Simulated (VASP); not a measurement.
Input for VASP

### KPOINTS
```
Automatic mesh
0
Gamma
 4 4 5
```

**POSCAR**
```
Mg3Cd
1
    6.3028990000     0.0000000000     0.0000000000
   -3.1514500000     5.4584700000     0.0000000000
    0.0000000000     0.0000000000     5.0658820000
Cd Mg
2 6
Direct
  0.3333330000   0.6666670000   0.2500000000
  0.6666670000   0.3333330000   0.7500000000
  0.8330000000   0.6660000000   0.2500000000
  0.1670000000   0.8330000000   0.7500000000
  0.3340000000   0.1670000000   0.2500000000
  0.1670000000   0.3340000000   0.7500000000
  0.8330000000   0.1670000000   0.2500000000
  0.6660000000   0.8330000000   0.7500000000
```

**INCAR**
```
LWAVE=F
SIGMA=0.1
NELM=100   ! most electronic steps
GGA=PS   ! PBEsol
ENCUT=300   ! plane-wave cut-off (eV)
LASPH=T   ! aspherical one-centre terms
ALGO=Normal   ! blocked Davidson
LCHARG=F
SYSTEM=Mg3Cd
ISMEAR=0
EDIFF=1E-6   ! SCF stop (eV)
LMAXMIX=4   ! l cut-off of mixed one-centre charges
ISIF=2   ! forces and stress, cell fixed
LREAL=F
PREC=Accurate
```

POTCAR, in this order: Cd Mg (PBE.64 set). Program: vasp_std.

Task: Write an equivalent input for Quantum ESPRESSO's pw.x.

Result: One equivalent input (not run):
```
&CONTROL
  calculation = 'scf'
  pseudo_dir = './pseudo'
  outdir = './out'
  tprnfor = .true.
  tstress = .true.
/
&SYSTEM
  ibrav = 0
  nat = 8
  ntyp = 2
  ecutwfc = 102
  occupations = 'smearing'
  smearing = 'gaussian'
  degauss = 0.00735
  input_dft = 'pbesol'
/
&ELECTRONS
  conv_thr = 7.3e-08
  electron_maxstep = 100
/
ATOMIC_SPECIES
  Cd 112.414 Cd.upf
  Mg 24.305 Mg.upf
CELL_PARAMETERS angstrom
     6.3028990    0.0000000    0.0000000
    -3.1514500    5.4584700    0.0000000
     0.0000000    0.0000000    5.0658820
ATOMIC_POSITIONS crystal
  Cd   0.3333330  0.6666670  0.2500000
  Cd   0.6666670  0.3333330  0.7500000
  Mg   0.8330000  0.6660000  0.2500000
  Mg   0.1670000  0.8330000  0.7500000
  Mg   0.3340000  0.1670000  0.2500000
  Mg   0.1670000  0.3340000  0.7500000
  Mg   0.8330000  0.1670000  0.2500000
  Mg   0.6660000  0.8330000  0.7500000
K_POINTS automatic
  4 4 5 0 0 0
```
Limits of the translation: the potentials are each code's own (VASP's PAW set, PseudoDojo norm-conserving files in pw.x), so ENCUT and ecutwfc are chosen apart and not converted; conv_thr bounds pw.x's estimated SCF error, while EDIFF bounds the energy change between steps.

The structure comes from a measured Mg3Cd entry (P6_3/mmc) of the Crystallography Open Database, whose conditions weren't checked. The cell was not relaxed at this level.
